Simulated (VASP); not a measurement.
# GaN: structure and properties in VASP, part 5 of 6

Aim: relax GaN, then compute properties on the relaxed cell. The start is a computed cell from the Materials Project.

VASP 6.6.1; r2SCAN with rVV10; plane waves and PAW (Ga_d, N).

So far, gap on the k-mesh (eV): step 2 (full relaxation (r2SCAN + rVV10)) 2.13; step 5 (density of states (r2SCAN + rVV10)) 2.13; step 6 (electric field gradients (r2SCAN + rVV10)) 2.13; step 7 (volume scan with r2SCAN + rVV10) 2.55; step 8 (volume scan with r2SCAN + rVV10 (run 2)) 2.41.

### 9. Volume scan with r2SCAN + rVV10 (run 3)

INCAR

```
SYSTEM = GaN
PREC = Accurate
ENCUT = 520
EDIFF = 1E-06
NELM = 100
ISMEAR = 0
SIGMA = 0.05
LREAL = .FALSE.
ALGO = Normal
METAGGA = R2SCAN
LUSE_VDW = .TRUE.
IVDW_NL = 2
BPARAM = 11.95
CPARAM = 0.0093
LASPH = .TRUE.
NBANDS = 15
LORBIT = 11
LWAVE = .FALSE.
LCHARG = .FALSE.
KPAR = 2
ISIF = 2
```

POSCAR

```
GaN
1.0
    0.0000000000      2.2328166452      2.2328166452
    2.2328166452      0.0000000000      2.2328166452
    2.2328166452      2.2328166452      0.0000000000
Ga N
1 1
Direct
    0.0000000000      0.0000000000      0.0000000000
    0.7500000000      0.7500000000      0.7500000000
```

KPOINTS

```
Automatic mesh
0
Gamma
7 7 7
0 0 0
```

PAW data sets: Ga_d and N (PBE family, release 64).

Command:

```sh
mpirun -np 2 vasp_std
```

The program printed:

```text
[... set-up lines as in an earlier step ...]
 entering main loop
       N       E                     dE             d eps       ncg     rms          rms(c)
Total rVV10 correction in eV:      0.4571452    19.3421240
Total rVV10 correction in eV:      0.4571452    19.3421240
DAV:   1     0.737871155731E+02    0.73787E+02   -0.98164E+03   672   0.221E+03
DAV:   2    -0.202842505242E+02   -0.94071E+02   -0.88930E+02   698   0.350E+02
DAV:   3    -0.262370745344E+02   -0.59528E+01   -0.59279E+01   628   0.767E+01
DAV:   4    -0.263193276759E+02   -0.82253E-01   -0.82234E-01   843   0.945E+00
DAV:   5    -0.263202875673E+02   -0.95989E-03   -0.95988E-03   658   0.890E-01    0.722E+00
Total rVV10 correction in eV:      0.4771792    19.3421258
Total rVV10 correction in eV:      0.4771792    19.3421258
DAV:   6    -0.213152343337E+02    0.50051E+01   -0.36961E+00   893   0.444E+01    0.250E+00
Total rVV10 correction in eV:      0.4830860    19.3421257
Total rVV10 correction in eV:      0.4830860    19.3421257
DAV:   7    -0.213861179341E+02   -0.70884E-01   -0.45898E-01   656   0.749E+00    0.175E+00
[...]
Total rVV10 correction in eV:      0.4903293    19.3421257
Total rVV10 correction in eV:      0.4903293    19.3421257
DAV:  21    -0.213939690308E+02    0.32652E-04   -0.27568E-04   938   0.270E-01    0.483E-02
Total rVV10 correction in eV:      0.4904264    19.3421257
Total rVV10 correction in eV:      0.4904264    19.3421257
DAV:  22    -0.213939735845E+02   -0.45537E-05   -0.75936E-05   810   0.146E-01    0.325E-02
Total rVV10 correction in eV:      0.4904167    19.3421257
Total rVV10 correction in eV:      0.4904167    19.3421257
DAV:  23    -0.213939770783E+02   -0.34939E-05   -0.95148E-06   791   0.314E-02    0.171E-02
Total rVV10 correction in eV:      0.4903852    19.3421257
Total rVV10 correction in eV:      0.4903852    19.3421257
DAV:  24    -0.213939791603E+02   -0.20820E-05   -0.12373E-06   478   0.212E-02    0.323E-03
Total rVV10 correction in eV:      0.4903764    19.3421257
Total rVV10 correction in eV:      0.4903764    19.3421257
DAV:  25    -0.213939793549E+02   -0.19457E-06   -0.54172E-07   386   0.879E-03
Total rVV10 correction in eV:      0.4903758    19.3421257
Total rVV10 correction in eV:      0.4903758    19.3421257
Total rVV10 correction in eV:      0.4903754    19.3421257
Total rVV10 correction in eV:      0.4903754    19.3421257
   1 F= -.21393979E+02 E0= -.21393979E+02  d E =-.659760E-23
```

The job ended after 37 s (2 MPI ranks of Intel Xeon 6975P-C (Granite Rapids), shared host; peak memory 0.4 GiB).

OUTCAR, selected parts (step 9):

```text
  Total        0.5869891      0.5869891      0.5869891     -0.0000000      0.0000000      0.0000000
  in kB       42.2426790     42.2426790     42.2426790     -0.0000000      0.0000000      0.0000000
  external PRESSURE =      42.2426790 kB  Pullay stress =       0.0000000 kB

 POSITION                                       TOTAL-FORCE (eV/Angst)
 -----------------------------------------------------------------------------------
      0.00000      0.00000      0.00000        -0.000000      0.000000     -0.000000
      3.34922      3.34922      3.34922         0.000000     -0.000000      0.000000
 -----------------------------------------------------------------------------------
    total drift:                               -0.000007     -0.000007     -0.000007

  FREE ENERGIE OF THE ION-ELECTRON SYSTEM (eV)
  ---------------------------------------------------
  free  energy   TOTEN  =       -21.3939793549 eV

  energy  without entropy=      -21.3939793549  energy(sigma->0) =      -21.39397935

[... 1 part as in an earlier step ...]

[... 2 further parts left out ...]
[key lines of the parts left out:]
E-fermi :   5.6450
```

The pressure falls from 8.80 to 4.22 GPa.

The run ends at a pressure of 4.22 GPa.

### 10. Volume scan with r2SCAN + rVV10 (run 4)

INCAR is that of step 9.

POSCAR

```
GaN
1.0
    0.0000000000      2.2479037018      2.2479037018
    2.2479037018      0.0000000000      2.2479037018
    2.2479037018      2.2479037018      0.0000000000
Ga N
1 1
Direct
    0.0000000000      0.0000000000      0.0000000000
    0.7500000000      0.7500000000      0.7500000000
```

KPOINTS is that of step 9.

Command:

```sh
mpirun -np 2 vasp_std
```

The program printed:

```text
[... set-up lines as in an earlier step ...]
 entering main loop
       N       E                     dE             d eps       ncg     rms          rms(c)
Total rVV10 correction in eV:      0.4612137    19.3421240
Total rVV10 correction in eV:      0.4612137    19.3421240
[... 5 cycles as in an earlier step ...]
Total rVV10 correction in eV:      0.4811139    19.3421251
Total rVV10 correction in eV:      0.4811139    19.3421251
[... 1 cycle as in an earlier step ...]
Total rVV10 correction in eV:      0.4867887    19.3421250
Total rVV10 correction in eV:      0.4867887    19.3421250
[... 1 cycle as in an earlier step ...]
Total rVV10 correction in eV:      0.4925656    19.3421250
Total rVV10 correction in eV:      0.4925656    19.3421250
[... 1 cycle as in an earlier step ...]
Total rVV10 correction in eV:      0.4939862    19.3421250
Total rVV10 correction in eV:      0.4939862    19.3421250
[... 1 cycle as in an earlier step ...]
Total rVV10 correction in eV:      0.4939951    19.3421250
Total rVV10 correction in eV:      0.4939951    19.3421250
[... 1 cycle as in an earlier step ...]
[...]
Total rVV10 correction in eV:      0.4939821    19.3421250
Total rVV10 correction in eV:      0.4939821    19.3421250
DAV:  14    -0.214004123065E+02    0.11127E-04   -0.39808E-06   795   0.504E-02    0.506E-02
Total rVV10 correction in eV:      0.4941060    19.3421250
Total rVV10 correction in eV:      0.4941060    19.3421250
DAV:  15    -0.214003852639E+02    0.27043E-04   -0.50032E-05   877   0.156E-01    0.193E-02
Total rVV10 correction in eV:      0.4941386    19.3421250
Total rVV10 correction in eV:      0.4941386    19.3421250
DAV:  16    -0.214003811877E+02    0.40761E-05   -0.12675E-05   817   0.455E-02    0.978E-03
Total rVV10 correction in eV:      0.4941526    19.3421250
Total rVV10 correction in eV:      0.4941526    19.3421250
DAV:  17    -0.214003797095E+02    0.14783E-05   -0.11695E-06   453   0.150E-02    0.604E-03
Total rVV10 correction in eV:      0.4941636    19.3421250
Total rVV10 correction in eV:      0.4941636    19.3421250
DAV:  18    -0.214003794709E+02    0.23859E-06   -0.35644E-07   370   0.792E-03
Total rVV10 correction in eV:      0.4941675    19.3421250
Total rVV10 correction in eV:      0.4941675    19.3421250
Total rVV10 correction in eV:      0.4941747    19.3421250
Total rVV10 correction in eV:      0.4941747    19.3421250
   1 F= -.21400379E+02 E0= -.21400379E+02  d E =-.124359E-17
```

Wall time 28 s (2 MPI ranks); peak memory 0.41 GiB.

From OUTCAR (step 10):

```text
  Total        0.0110563      0.0110563      0.0110563      0.0000000      0.0000000      0.0000000
  in kB        0.7797539      0.7797539      0.7797539      0.0000000      0.0000000      0.0000000
  external PRESSURE =       0.7797539 kB  Pullay stress =       0.0000000 kB

  FREE ENERGIE OF THE ION-ELECTRON SYSTEM (eV)
  ---------------------------------------------------
  free  energy   TOTEN  =       -21.4003794709 eV

  energy  without entropy=      -21.4003794709  energy(sigma->0) =      -21.40037947

[... 3 parts as in an earlier step ...]

[... 1 further part left out ...]
[key lines of the parts left out:]
E-fermi :   5.3727
```

The pressure falls from 4.22 to 0.08 GPa.

The run ends at a pressure of 0.08 GPa.

### 11. Volume scan with r2SCAN + rVV10 (run 5)

INCAR is that of step 10.

POSCAR

```
GaN
1.0
    0.0000000000      2.2627909151      2.2627909151
    2.2627909151      0.0000000000      2.2627909151
    2.2627909151      2.2627909151      0.0000000000
Ga N
1 1
Direct
    0.0000000000      0.0000000000      0.0000000000
    0.7500000000      0.7500000000      0.7500000000
```

KPOINTS is that of step 10.

Command:

```sh
mpirun -np 2 vasp_std
```

The program printed:

```text
[... set-up lines as in an earlier step ...]
 entering main loop
       N       E                     dE             d eps       ncg     rms          rms(c)
Total rVV10 correction in eV:      0.4651860    19.3421240
Total rVV10 correction in eV:      0.4651860    19.3421240
DAV:   1     0.705394647960E+02    0.70539E+02   -0.10046E+04   680   0.225E+03
DAV:   2    -0.201845354298E+02   -0.90724E+02   -0.85307E+02   705   0.348E+02
DAV:   3    -0.262019524016E+02   -0.60174E+01   -0.59917E+01   642   0.773E+01
DAV:   4    -0.262776333135E+02   -0.75681E-01   -0.75668E-01   814   0.909E+00
DAV:   5    -0.262786873039E+02   -0.10540E-02   -0.10540E-02   691   0.905E-01    0.706E+00
Total rVV10 correction in eV:      0.4849506    19.3421234
Total rVV10 correction in eV:      0.4849506    19.3421234
DAV:   6    -0.213128730786E+02    0.49658E+01   -0.37086E+00   886   0.431E+01    0.246E+00
Total rVV10 correction in eV:      0.4903888    19.3421234
Total rVV10 correction in eV:      0.4903888    19.3421234
DAV:   7    -0.213871451248E+02   -0.74272E-01   -0.41188E-01   663   0.736E+00    0.171E+00
[...]
Total rVV10 correction in eV:      0.4977877    19.3421234
Total rVV10 correction in eV:      0.4977877    19.3421234
DAV:  13    -0.213953943830E+02    0.11871E-04   -0.24659E-05   838   0.816E-02    0.261E-02
Total rVV10 correction in eV:      0.4978296    19.3421234
Total rVV10 correction in eV:      0.4978296    19.3421234
DAV:  14    -0.213953839201E+02    0.10463E-04   -0.70224E-06   819   0.499E-02    0.134E-02
Total rVV10 correction in eV:      0.4978598    19.3421234
Total rVV10 correction in eV:      0.4978598    19.3421234
DAV:  15    -0.213953806964E+02    0.32236E-05   -0.41854E-06   792   0.345E-02    0.566E-03
Total rVV10 correction in eV:      0.4978710    19.3421234
Total rVV10 correction in eV:      0.4978710    19.3421234
DAV:  16    -0.213953795860E+02    0.11104E-05   -0.83933E-07   405   0.147E-02    0.222E-03
Total rVV10 correction in eV:      0.4978736    19.3421234
Total rVV10 correction in eV:      0.4978736    19.3421234
DAV:  17    -0.213953796033E+02   -0.17222E-07   -0.57347E-07   426   0.730E-03
Total rVV10 correction in eV:      0.4978751    19.3421234
Total rVV10 correction in eV:      0.4978751    19.3421234
Total rVV10 correction in eV:      0.4978758    19.3421234
Total rVV10 correction in eV:      0.4978758    19.3421234
   1 F= -.21395380E+02 E0= -.21395380E+02  d E =-.163691E-12
```

The job ended after 23 s (2 MPI ranks; peak memory 0.39 GiB).

From OUTCAR (step 11):

```text
  Total       -0.5353969     -0.5353969     -0.5353969      0.0000000      0.0000000      0.0000000
  in kB      -37.0188717    -37.0188717    -37.0188717      0.0000000      0.0000000      0.0000000
  external PRESSURE =     -37.0188717 kB  Pullay stress =       0.0000000 kB

 POSITION                                       TOTAL-FORCE (eV/Angst)
 -----------------------------------------------------------------------------------
      0.00000      0.00000      0.00000        -0.000000     -0.000000     -0.000000
      3.39419      3.39419      3.39419         0.000000      0.000000      0.000000
 -----------------------------------------------------------------------------------
    total drift:                               -0.000011     -0.000011     -0.000011

  FREE ENERGIE OF THE ION-ELECTRON SYSTEM (eV)
  ---------------------------------------------------
  free  energy   TOTEN  =       -21.3953796033 eV

  energy  without entropy=      -21.3953796033  energy(sigma->0) =      -21.39537960

[... 1 part as in an earlier step ...]

[... 2 further parts left out ...]
[key lines of the parts left out:]
E-fermi :   5.1006
```

The pressure falls from 0.08 to -3.70 GPa, so it vanishes between these two volumes.

### 12. Volume scan with r2SCAN + rVV10 (run 6)

INCAR is that of step 11.

POSCAR

```
GaN
1.0
    0.0000000000      2.2774847744      2.2774847744
    2.2774847744      0.0000000000      2.2774847744
    2.2774847744      2.2774847744      0.0000000000
Ga N
1 1
Direct
    0.0000000000      0.0000000000      0.0000000000
    0.7500000000      0.7500000000      0.7500000000
```

KPOINTS is that of step 11.

Command:

```sh
mpirun -np 2 vasp_std
```

The program printed:

```text
[... set-up lines as in an earlier step ...]
 entering main loop
       N       E                     dE             d eps       ncg     rms          rms(c)
Total rVV10 correction in eV:      0.4690662    19.3421240
Total rVV10 correction in eV:      0.4690662    19.3421240
DAV:   1     0.677073644897E+02    0.67707E+02   -0.97115E+03   688   0.218E+03
DAV:   2    -0.204807532221E+02   -0.88188E+02   -0.82181E+02   684   0.340E+02
DAV:   3    -0.261724619493E+02   -0.56917E+01   -0.56724E+01   670   0.737E+01
DAV:   4    -0.262433624116E+02   -0.70900E-01   -0.70894E-01   783   0.889E+00
DAV:   5    -0.262443147935E+02   -0.95238E-03   -0.95237E-03   698   0.944E-01    0.699E+00
Total rVV10 correction in eV:      0.4886943    19.3421224
Total rVV10 correction in eV:      0.4886943    19.3421224
DAV:   6    -0.212960055038E+02    0.49483E+01   -0.37082E+00   914   0.426E+01    0.245E+00
Total rVV10 correction in eV:      0.4939114    19.3421224
Total rVV10 correction in eV:      0.4939114    19.3421224
DAV:   7    -0.213718102841E+02   -0.75805E-01   -0.39246E-01   656   0.731E+00    0.170E+00
[...]
Total rVV10 correction in eV:      0.5013435    19.3421225
Total rVV10 correction in eV:      0.5013435    19.3421225
DAV:  11    -0.213802178305E+02   -0.64368E-04   -0.16567E-04   775   0.334E-01    0.588E-02
Total rVV10 correction in eV:      0.5013833    19.3421225
Total rVV10 correction in eV:      0.5013833    19.3421225
DAV:  12    -0.213801832632E+02    0.34567E-04   -0.76558E-05   893   0.174E-01    0.264E-02
Total rVV10 correction in eV:      0.5014528    19.3421225
Total rVV10 correction in eV:      0.5014528    19.3421225
DAV:  13    -0.213801662391E+02    0.17024E-04   -0.19052E-05   921   0.983E-02    0.925E-03
Total rVV10 correction in eV:      0.5014594    19.3421225
Total rVV10 correction in eV:      0.5014594    19.3421225
DAV:  14    -0.213801633137E+02    0.29254E-05   -0.53248E-06   705   0.212E-02    0.365E-03
Total rVV10 correction in eV:      0.5014707    19.3421225
Total rVV10 correction in eV:      0.5014707    19.3421225
DAV:  15    -0.213801625964E+02    0.71727E-06   -0.43374E-07   412   0.161E-02
Total rVV10 correction in eV:      0.5014683    19.3421225
Total rVV10 correction in eV:      0.5014683    19.3421225
Total rVV10 correction in eV:      0.5014722    19.3421225
Total rVV10 correction in eV:      0.5014722    19.3421225
   1 F= -.21380163E+02 E0= -.21380163E+02  d E =-.773348E-20
```

The job ended after 21 s (2 MPI ranks; peak memory 0.39 GiB).

OUTCAR, selected parts (step 12):

```text
  Total       -1.0537905     -1.0537905     -1.0537905      0.0000000     -0.0000000      0.0000000
  in kB      -71.4608895    -71.4608895    -71.4608895      0.0000000     -0.0000000      0.0000000
  external PRESSURE =     -71.4608895 kB  Pullay stress =       0.0000000 kB

 POSITION                                       TOTAL-FORCE (eV/Angst)
 -----------------------------------------------------------------------------------
      0.00000      0.00000      0.00000        -0.000000     -0.000000     -0.000000
      3.41623      3.41623      3.41623         0.000000      0.000000      0.000000
 -----------------------------------------------------------------------------------
    total drift:                               -0.000013     -0.000013     -0.000014

  FREE ENERGIE OF THE ION-ELECTRON SYSTEM (eV)
  ---------------------------------------------------
  free  energy   TOTEN  =       -21.3801625964 eV

  energy  without entropy=      -21.3801625964  energy(sigma->0) =      -21.38016260

[... 1 part as in an earlier step ...]

[... 2 further parts left out ...]
[key lines of the parts left out:]
E-fermi :   4.9733
```

The pressure falls from -3.70 to -7.15 GPa.

The run ends at a pressure of -7.15 GPa.

(Part 5 of 6 ends here.)

[Lines on the potential files, build, host, timing and source positions are cut from VASP's logs without a mark.]

[Logs are printed without paths, hosts, clocks, repeated set-up lines and the standing remarks that a program may print on its own settings, such as how far it seeks lower states.]

[Hosts, paths, dates, database ids (printed as entryN), source tags and the programs' standing remarks are cut or masked in the printed files.]

[A measured line is paired with the nearest computed mode of its activity, which favours agreement.]
